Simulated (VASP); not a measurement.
Here is the system:

```
CELL_PARAMETERS angstrom
      3.80458     0.00000     0.00000
      0.00000     3.80458     0.00000
      0.00000     0.00000     3.80458
ATOMIC_POSITIONS crystal
  Tl 0.00000 0.00000 0.00000
  Cl 0.50000 0.50000 0.50000
```

These are PBEsol GGA, VASP's PBE PAW potentials (set 64) (plane waves; VASP) values and carry that method's errors. Run with 520 eV cut-off, 7×7×7 Γ-centred mesh, Gaussian smearing of 0.050 eV, potentials Tl_d Cl.

**Question.** The job: TlCl (CsCl type), 2 atoms, PBEsol, static run, 520 eV, 7×7×7 Γ-centred mesh. Roughly how much core time does it take on a busy server core?

**Answer.** About 6 core-seconds (one run on a shared machine, a rough figure). It had 20 irreducible k-points, 14 bands, up to 1503 plane waves and 13 electronic steps.

The compound is TlCl in the CsCl type structure. This cell is one point of a volume scan, at 1.03 of the reference volume.
